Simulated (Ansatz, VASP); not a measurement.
# NbSi2 in two plane-wave programs

One calculation is typed for both programs; each brings its own data sets and cutoff. How far apart do they land? Other levels of theory on this material are compared in a session of their own.

Main program and level: Ansatz 0.2.0; plane waves, with VASP 6.6.1 beside it; single point at PBE.

## Step 1: The starting structure

It takes space group P6_222 (No. 180, hexagonal). The conventional cell has a = 4.819 Å, b = 4.819 Å, c = 6.592 Å, α = 90.00°, β = 90.00°, γ = 120.00°. Nb has 10 Si at 2.62 to 2.84 Å nearest. Nearest to Si lie 5 Si at 2.57 to 2.84 Å and 5 Nb at 2.62 to 2.84 Å. Farther neighbours are not listed.

## Step 2: Ansatz: single point, PBE

Ansatz runs on its default PAW (the set named soft_2) files.

A single point gives forces, pressure and levels at one fixed geometry, so differences don't come from the geometry; what else differs is listed under the comparison.

File input.yaml:

```yaml
crystal:
  lattice:
    - [4.819, 0.0, 0.0]
    - [-2.4095, 4.1733764208, 0.0]
    - [0.0, 0.0, 6.592]
  atoms:
    - { symbol: Nb, position: [0.0, 0.5, 0.1666666667] }
    - { symbol: Nb, position: [0.5, 0.5, 0.8333333333] }
    - { symbol: Nb, position: [0.5, 0.0, 0.5] }
    - { symbol: Si, position: [0.3198, 0.1599, 0.1666666667] }
    - { symbol: Si, position: [0.1599, 0.8401, 0.8333333333] }
    - { symbol: Si, position: [0.8401, 0.6802, 0.5] }
    - { symbol: Si, position: [0.6802, 0.8401, 0.1666666667] }
    - { symbol: Si, position: [0.8401, 0.1599, 0.8333333333] }
    - { symbol: Si, position: [0.1599, 0.3198, 0.5] }
hamiltonian:
  xc: pbe
  pseudopotentials: { kind: paw }
kpoints:
  mp_grid: { grid: [7, 7, 4] }
scf:
  occupations: { method: fermi_dirac, width: 0.05 }
  n_extra_bands: 6
output:
  forces: true
  stress: true
  eigenvalues: true
  write_density: true
  write_potential: true
  elf: true
  volumetric_format: npy
```

On the command line:

```bash
ansatz run input.yaml --threads 4 --pin off --max-ram 9216MiB --backend cpu --events-out ev --progress --plain --runs-dir out
```

Numbers of over 12 decimals in the logs are rounded to 6 here.

Output:

```text
scf.n_extra_bands = 6 over 32 filled bands (N_el = 63.0): the run solves 38 bands
Engine: ansatz 0.2.0, x86_64-unknown-linux-gnu
Pseudopotentials: kind: paw
Pseudopotential: Nb, paw, valence charge 13, recommended cutoff 420 eV (normal), Nb.paw.azcp
Pseudopotential: Si, paw, valence charge 4, recommended cutoff 420 eV (normal), Si.paw.azcp
Functional definition: PBE
  parameter kappa = 0.804
  parameter beta = 0.066725
  exchange = pbe_x(kappa = kappa, mu = beta*pi^2/3)
  correlation = pbe_c(beta = beta)
Crystal: 9 atoms, lattice volume = 132.575 Å³
Basis set: ecut = 420 eV, 2555 PW (Γ), exchange–correlation on 72×72×90 points (8 copies of the dense FFT grid, shifted against one another)
Bands: 38, of which v1, the nominal top of the filled ones, is band 32 counted from 1 (31 counted from 0)
Symmetry: 12 space group operations
Space group: P6222 (ITA 180), of the structure as read, at distance tolerance 5.1e-5 Å
k-points: 24 of 196 (time reversal used)
Non-local potential: Nb, projectors of the file, l = 0: 3, l = 1: 2, l = 2: 2, l = 3: 1
Non-local potential: Si, projectors of the file, l = 0: 2, l = 1: 2, l = 2: 2
PAW form: soft (Blöchl's): semilocal exchange-correlation on the pseudo side does not see the compensation charge
PAW one-centre angular grid: Nb, 590 points (default); XC on 64 Gauss nodes
PAW one-centre angular grid: Si, 110 points (default); XC on 64 Gauss nodes
Initial density: superposition of atomic densities (neutral atoms: chi_scale 0, normalization atom), corrected by the library's trained network
Initial wavefunctions: pseudopotential atomic-orbital guess
Functional: x = pbe(κ = 0.804, μ = 0.219515), c = pbe(β = 0.066725)
SCF iter   1: F=—  HF=-17476.747413 eV  |F-HF|=—  |Δ(HF+E_count)|=         —  Δρ=3.88e-3  dr2=1.05e-2  ethr=1.77e-3  ⟨swp⟩=7.2  Hψ=4257  notcnv=0  defer=1
preconditioner: auto → Kerker (q_TF=auto, 2.410 Å⁻¹)  [metal: Δε(μ)=0.081 eV  Ē_g=6.379 eV  σ=0.050 eV  W_gap=0.34  n_scr=22 (ndim 8)  ℏωp=20.1 eV  f_vac=0.000  D(μ)=3.17/eV (n_scr^D=22)]
SCF iter   2: F=—  HF=-17476.748404 eV  |F-HF|=—  |Δ(HF+E_count)|=   9.91e-4  Δρ=2.22e-3  dr2=3.32e-3  ethr=1.67e-5  ⟨swp⟩=1.9  Hψ=1146  notcnv=0  defer=2
SCF iter   3: F=—  HF=-17476.749305 eV  |F-HF|=—  |Δ(HF+E_count)|=   9.01e-4  Δρ=4.34e-4  dr2=3.13e-4  ethr=5.27e-6  ⟨swp⟩=2.4  Hψ=1376  notcnv=0  defer=2
SCF iter   4: F=—  HF=-17476.749268 eV  |F-HF|=—  |Δ(HF+E_count)|=   3.73e-5  Δρ=1.10e-4  dr2=1.45e-5  ethr=4.97e-7  ⟨swp⟩=2.1  Hψ=1218  notcnv=0  defer=2
SCF iter   5: F=—  HF=-17476.749234 eV  |F-HF|=—  |Δ(HF+E_count)|=   3.39e-5  Δρ=2.21e-5  dr2=7.04e-7  ethr=2.31e-8  ⟨swp⟩=2.0  Hψ=1336  notcnv=0  defer=2
SCF iter   6: F=-17476.749234 eV  HF=-17476.749234 eV  |F-HF|=1.82e-10  |Δ(HF+E_count)|=   6.62e-8  Δρ=3.09e-6  dr2=9.99e-9  ethr=1.59e-10  ⟨swp⟩=12.5  Hψ=6293  notcnv=0
SCF 1 converged in 6 iterations: F = -17476.749234 eV  dr2 = 9.99e-9
  greatest PAW one-centre occupation: 0.998 electrons in one spin orbital (limit 2), on the Nb atom at site 0 (counted from 0), in its partial waves of l = 0
SCF converged after 6 iterations
Free energy (F): -17476.749234 eV
Harris-Foulkes:  -17476.749234 eV  (|F-HF|=1.82e-10)
Internal energy: -17476.722115 eV  (E = F + TS)
E sigma→0 (E₀):  -17476.735674 eV
Entropy (-TS):   -0.027119 eV (-3.013 meV/atom)
Fermi energy:    14.324178 eV
--- Per-component energies (eV) ---
  E_band       = -154.378415
  E_kinetic    = 1441.684670
  E_local      = -2815.798518  (includes V_loc(G=0)·N_el)
  E_nonlocal   = 508.548373
  E_hartree    = 990.008912
  E_xc         = -867.831690
  E_vxc        = -933.223310  (∫ρ·V_xc dr)
  E_paw        = -12295.390308  (= ΣΔE_a)
  E_vpaw       = -335.607951  (= ΣTr[D̂ρ^β])
  E_aug_tail   = 0.000062  (compensation charges beyond the density's cutoff)
  E_ewald      = -4437.943616
  E_smearing   = -0.027119  (= −TS)
  E_closure    = 0.000000  (closes the sum)
  Σ components = -17476.749234   (vs F -17476.749234, Δ=0.00e0)
--- Forces (eV/Å), atoms counted from 1 ---
  atom   1  Nb     0.00000000     0.00000000    -0.00000000
  atom   2  Nb     0.00000000    -0.00000000    -0.00000000
  atom   3  Nb     0.00000000     0.00000000     0.00000000
  atom   4  Si    -0.04755209    -0.02745421     0.00000000
  atom   5  Si    -0.04755209     0.02745421     0.00000000
  atom   6  Si     0.00000000     0.05490843     0.00000000
  atom   7  Si     0.04755209     0.02745421     0.00000000
  atom   8  Si     0.04755209    -0.02745421     0.00000000
  atom   9  Si     0.00000000    -0.05490843     0.00000000
  max |Σ_I F_I| component: 1.39e-17 eV/Å
--- Stress (GPa, compression-positive) ---
       -0.604331       0.000000       0.000000
       -0.000000      -0.604331      -0.000000
        0.000000       0.000000       1.789961
  P = ⅓ Tr σ = 0.1938 GPa (1.938 kbar)
--- Band table (eV; the first three rows and the last of 24) ---
  k-point 0: bands = [... 28 lower, 12.2022, 12.3977, 12.3977, 13.2724, 15.1211, 17.4874, 17.5588, 17.6081, ... 2 higher]
  k-point 1: bands = [... 28 lower, 12.6003, 12.6136, 13.1691, 13.5185, 15.5759, 17.1244, 17.4909, 17.6372, ... 2 higher]
  k-point 2: bands = [... 28 lower, 12.8156, 12.9294, 12.9294, 15.3125, 15.3125, 17.0701, 17.0701, 17.5258, ... 2 higher]
  k-point 23: bands = [... 28 lower, 13.2732, 13.8288, 13.8493, 14.3464, 15.2730, 16.2375, 16.2482, 16.5891, ... 2 higher]
```

It took 2.5 s on 4 threads of Intel Xeon Platinum 8375C at 2.90GHz (Ice Lake), shared host; peak memory 0.52 GiB.

In the SCF lines HF is the Harris–Foulkes energy and dr2 the Hartree energy of the density residual, in eV; the loop may stop once dr2 is under the threshold and the program's other checks hold. Hψ counts applications of the Hamiltonian.

The run ends at a pressure of 0.19 GPa, with forces up to 0.055 eV/Å.

## Step 3: VASP: single point, PBE

The same cell, functional, mesh and smearing now go to VASP, with its own data sets and cutoff.

Lines of VASP's logs that name or quote its potential files are left out, and so is its time.

File INCAR:

```
SYSTEM = NbSi2
PREC = Accurate
ENCUT = 400
EDIFF = 1E-06
NELM = 100
ISMEAR = -1
SIGMA = 0.05
LREAL = .FALSE.
ALGO = Normal
GGA = PE
NBANDS = 40
LORBIT = 11
LWAVE = .FALSE.
LCHARG = .FALSE.
KPAR = 4
ISIF = 2
```

File POSCAR:

```
NbSi2
1.0
    4.8190000000      0.0000000000      0.0000000000
   -2.4095000000      4.1733764208      0.0000000000
    0.0000000000      0.0000000000      6.5920000000
Nb Si
3 6
Direct
    0.0000000000      0.5000000000      0.1666666667
    0.5000000000      0.5000000000      0.8333333333
    0.5000000000      0.0000000000      0.5000000000
    0.3198000000      0.1599000000      0.1666666667
    0.1599000000      0.8401000000      0.8333333333
    0.8401000000      0.6802000000      0.5000000000
    0.6802000000      0.8401000000      0.1666666667
    0.8401000000      0.1599000000      0.8333333333
    0.1599000000      0.3198000000      0.5000000000
```

File KPOINTS:

```
Automatic mesh
0
Gamma
7 7 4
0 0 0
```

Potentials, in the order of the species: Nb_sv and Si (PBE family, release 64).

On the command line:

```bash
mpirun -np 4 vasp_std
```

Output:

```text
[banner, memory and clock lines left out]
running    4 mpi-ranks, on    1 nodes
 distrk:  each k-point on    1 cores,    4 groups
 distr:  one band on    1 cores,    1 groups

 POSCAR found type information on POSCAR NbSi
 POSCAR found :  2 types and       9 ions
 LDA part: xc-table for (Slater+PW92), standard interpolation
 POSCAR, INCAR and KPOINTS ok, starting setup
 FFT: planning ... GRIDC
 FFT: planning ... GRID_SOFT
 FFT: planning ... GRID
 WAVECAR not read
 entering main loop
       N       E                     dE             d eps       ncg     rms          rms(c)
DAV:   1     0.446237709557E+03    0.44624E+03   -0.27365E+04  1928   0.124E+03
DAV:   2    -0.296753397374E+02   -0.47591E+03   -0.45914E+03  2416   0.440E+02
DAV:   3    -0.678364543248E+02   -0.38161E+02   -0.37344E+02  3368   0.909E+01
DAV:   4    -0.706735051317E+02   -0.28371E+01   -0.28201E+01  3008   0.221E+01
DAV:   5    -0.707936623485E+02   -0.12016E+00   -0.11998E+00  3104   0.526E+00    0.169E+01
DAV:   6    -0.683685578164E+02    0.24251E+01   -0.14007E+01  2848   0.185E+01    0.604E+00
DAV:   7    -0.682629876258E+02    0.10557E+00   -0.14078E+00  2872   0.477E+00    0.370E+00
DAV:   8    -0.682322989664E+02    0.30689E-01   -0.16120E-01  2904   0.224E+00    0.723E-01
DAV:   9    -0.682324387900E+02   -0.13982E-03   -0.28595E-02  3184   0.772E-01    0.488E-01
DAV:  10    -0.682324564420E+02   -0.17652E-04   -0.43307E-03  2576   0.462E-01    0.692E-02
DAV:  11    -0.682323984659E+02    0.57976E-04   -0.45974E-04  3072   0.110E-01    0.258E-02
DAV:  12    -0.682323957433E+02    0.27226E-05   -0.46857E-05  2912   0.493E-02    0.845E-03
DAV:  13    -0.682323940965E+02    0.16468E-05   -0.58874E-06  2256   0.122E-02    0.314E-03
DAV:  14    -0.682323935937E+02    0.50287E-06   -0.52710E-07  1520   0.568E-03
   1 F= -.68232394E+02 E0= -.68218806E+02  d E =-.271742E-01
```

Parts of OUTCAR (step 3):

```text
ion  position               nearest neighbor table
   1  0.000  0.500  0.167-   6 2.62   9 2.62   8 2.62   5 2.62   4 2.75   7 2.75   7 2.75   4 2.75
                             7 2.84   4 2.84
   2  0.500  0.500  0.833-   6 2.62   9 2.62   7 2.62   4 2.62   8 2.75   5 2.75   5 2.75   8 2.75
                             8 2.84   5 2.84
   3  0.500  0.000  0.500-   4 2.62   5 2.62   7 2.62   8 2.62   9 2.75   6 2.75   9 2.75   6 2.75
                             9 2.84   6 2.84
   4  0.320  0.160  0.167-   9 2.57   5 2.57   3 2.62   2 2.62   7 2.67   1 2.75   1 2.75   1 2.84
                             7 2.84   7 2.84
   5  0.160  0.840  0.833-   6 2.57   4 2.57   3 2.62   1 2.62   8 2.67   2 2.75   2 2.75   2 2.84
                             8 2.84   8 2.84
   6  0.840  0.680  0.500-   5 2.57   7 2.57   2 2.62   1 2.62   9 2.67   3 2.75   3 2.75   3 2.84
                             9 2.84   9 2.84
   7  0.680  0.840  0.167-   6 2.57   8 2.57   3 2.62   2 2.62   4 2.67   1 2.75   1 2.75   1 2.84
                             4 2.84   4 2.84
   8  0.840  0.160  0.833-   9 2.57   7 2.57   3 2.62   1 2.62   5 2.67   2 2.75   2 2.75   2 2.84
                             5 2.84   5 2.84
   9  0.160  0.320  0.500-   4 2.57   8 2.57   2 2.62   1 2.62   6 2.67   3 2.75   3 2.75   3 2.84
                             6 2.84   6 2.84

  LATTYP: Found a hexagonal cell.
 ALAT       =     4.8190000000
 C/A-ratio  =     1.3679186553

 Subroutine GETGRP returns: Found 12 space group operations
 (whereof  4 operations were pure point group operations)

The static configuration has the point symmetry D_2 .
 The point group associated with its full space group is D_6 .

 Found     24 irreducible k-points:

   k-points           NKPTS =     24   k-points in BZ     NKDIM =     24   number of bands    NBANDS=     40

   dimension x,y,z NGX =    32 NGY =   32 NGZ =   48
   dimension x,y,z NGXF=    64 NGYF=   64 NGZF=   96

   ENCUT  =  400.0 eV  29.40 Ry    5.42 a.u.   7.86  7.86 10.75*2*pi/ulx,y,z

   NELECT =      63.0000    total number of electrons

 k-points in reciprocal lattice and weights: Automatic mesh
   0.00000000  0.00000000  0.00000000       0.005
   0.14285714  0.00000000  0.00000000       0.031
   0.28571429 -0.00000000  0.00000000       0.031
   0.42857143  0.00000000  0.00000000       0.031
   0.14285714  0.14285714  0.00000000       0.031
   0.28571429  0.14285714  0.00000000       0.061
   0.42857143  0.14285714  0.00000000       0.031
   0.28571429  0.28571429  0.00000000       0.031
   0.00000000  0.00000000  0.25000000       0.010
[...]
0.42857143  0.14285714  0.50000000       0.031
   0.28571429  0.28571429  0.50000000       0.031

 average (electrostatic) potential at core
       1 -77.1244       2 -77.1244       3 -77.1244       4 -78.1932       5 -78.1932
       6 -78.1932       7 -78.1932       8 -78.1932       9 -78.1932

 E-fermi :  11.2839

 k-point     1 :       0.0000    0.0000    0.0000
  band No.  band energies     occupation
    ...
     28       9.1364      2.00000
     29       9.1593      2.00000
     30       9.3557      2.00000
     31       9.3557      2.00000
     32      10.2259      2.00000
     33      12.0809      0.00000
     34      14.4462      0.00000
     35      14.5187      0.00000
     36      14.5684      0.00000
     37      14.5712      0.00000
    ...

 k-point     2 :       0.1429    0.0000    0.0000
  band No.  band energies     occupation
    ...
     28       9.1592      2.00000
     29       9.4106      2.00000
     30       9.4697      2.00000
     31       9.6727      2.00000
     32      10.0958      2.00000
     33      11.9816      0.00000
     34      13.5819      0.00000
     35      13.8850      0.00000
     36      14.2989      0.00000
     37      14.3435      0.00000
    ...

 k-point     3 :       0.2857   -0.0000    0.0000
  band No.  band energies     occupation
    ...
     28       9.5723      2.00000
     29       9.7711      2.00000
     30       9.8678      2.00000
     31      10.2447      2.00000
     32      10.2528      2.00000
     33      11.5168      0.01878
     34      12.9808      0.00000
     35      13.1620      0.00000
     36      13.5311      0.00000
     37      13.8857      0.00000
    ...

  Total       -0.8587632     -0.8587632      1.0908101      0.0000000     -0.0000000      0.0000000
  in kB      -10.3782066    -10.3782066     13.1825080      0.0000000     -0.0000000      0.0000000
  external PRESSURE =      -2.5246351 kB  Pullay stress =       0.0000000 kB

  energy-cutoff  :      400.00
  volume of cell :      132.58
      direct lattice vectors                 reciprocal lattice vectors
     4.819000000  0.000000000  0.000000000     0.207511932  0.119807070  0.000000000
    -2.409500000  4.173376421  0.000000000     0.000000000  0.239614140  0.000000000
     0.000000000  0.000000000  6.592000000     0.000000000  0.000000000  0.151699029

 POSITION                                       TOTAL-FORCE (eV/Angst)
 -----------------------------------------------------------------------------------
     -1.20475      2.08669      1.09867         0.000000     -0.000000     -0.000000
      1.20475      2.08669      5.49333         0.000000     -0.000000      0.000000
      2.40950      0.00000      3.29600         0.000000     -0.000000     -0.000000
      1.15584      0.66732      1.09867        -0.047367     -0.027347     -0.000000
     -1.25366      3.50605      5.49333        -0.047367      0.027347     -0.000000
      2.40950      2.83873      3.29600         0.000000      0.054695     -0.000000
      1.25366      3.50605      1.09867         0.047367      0.027347     -0.000000
      3.66316      0.66732      5.49333         0.047367     -0.027347     -0.000000
      0.00000      1.33465      3.29600         0.000000     -0.054695     -0.000000
 -----------------------------------------------------------------------------------
    total drift:                               -0.000000      0.000000      0.000001

  FREE ENERGIE OF THE ION-ELECTRON SYSTEM (eV)
  ---------------------------------------------------
  free  energy   TOTEN  =       -68.2323935937 eV

  energy  without entropy=      -68.2052193705  energy(sigma->0) =      -68.21880648

 total charge
# of ion       s       p       d       tot
------------------------------------------
    1        2.152   6.029   2.580  10.761
    2        2.152   6.029   2.580  10.761
    3        2.152   6.029   2.580  10.761
    4        0.758   0.863   0.000   1.621
    5        0.758   0.863   0.000   1.621
    6        0.758   0.863   0.000   1.621
    7        0.758   0.863   0.000   1.621
    8        0.758   0.863   0.000   1.621
    9        0.758   0.863   0.000   1.621
--------------------------------------------------
tot         11.004  23.268   7.739  42.011

[... 3 further parts left out ...]
```

The run ends at a pressure of -0.25 GPa, with forces up to 0.055 eV/Å.

## Step 4: Comparison

Known differences besides the potentials themselves: the cutoff is 420 eV in Ansatz and 400 eV in VASP; VASP leaves aspherical gradient terms in its spheres out (LASPH is not set), Ansatz keeps them. Total energies have different zeros and are not compared.

Both answers:

```
      quantity  Ansatz   VASP  difference
pressure (GPa)    0.19  -0.25       +0.45
```

Forces (eV/Å; atoms numbered as in POSCAR):

```
atom         Ansatz x, y, z           VASP x, y, z
 Nb1    0.000, 0.000, 0.000    0.000, 0.000, 0.000
 Nb2    0.000, 0.000, 0.000    0.000, 0.000, 0.000
 Nb3    0.000, 0.000, 0.000    0.000, 0.000, 0.000
 Si4  -0.048, -0.027, 0.000  -0.047, -0.027, 0.000
 Si5   -0.048, 0.027, 0.000   -0.047, 0.027, 0.000
 Si6    0.000, 0.055, 0.000    0.000, 0.055, 0.000
 Si7    0.048, 0.027, 0.000    0.047, 0.027, 0.000
 Si8   0.048, -0.027, 0.000   0.047, -0.027, 0.000
 Si9   0.000, -0.055, 0.000   0.000, -0.055, 0.000
```

The forces differ by 0.1 meV/Å r.m.s., which is 0.4 % of the r.m.s. force of 0.03 eV/Å (both taken over all components).

## Step 5: What came out

```yaml
difference_in_pressure_single_point_pbe: 0.45 GPa
```

**Reading.** The difference in pressure is 0.45 GPa (single point, PBE), within the 1 GPa picked in this series as the mark of a large difference. 3 further runs of this series are not shown here. How closely two codes agree says nothing of how well the functional describes the real material.

[Lines on the potential files, build, host, timing and source positions are cut from VASP's logs without a mark.]

[Logs are printed without paths, hosts, clocks, repeated set-up lines and the standing remarks that a program may print on its own settings, such as how far it seeks lower states.]

[Hosts, paths, dates, database ids (printed as entryN), source tags and the programs' standing remarks are cut or masked in the printed files.]
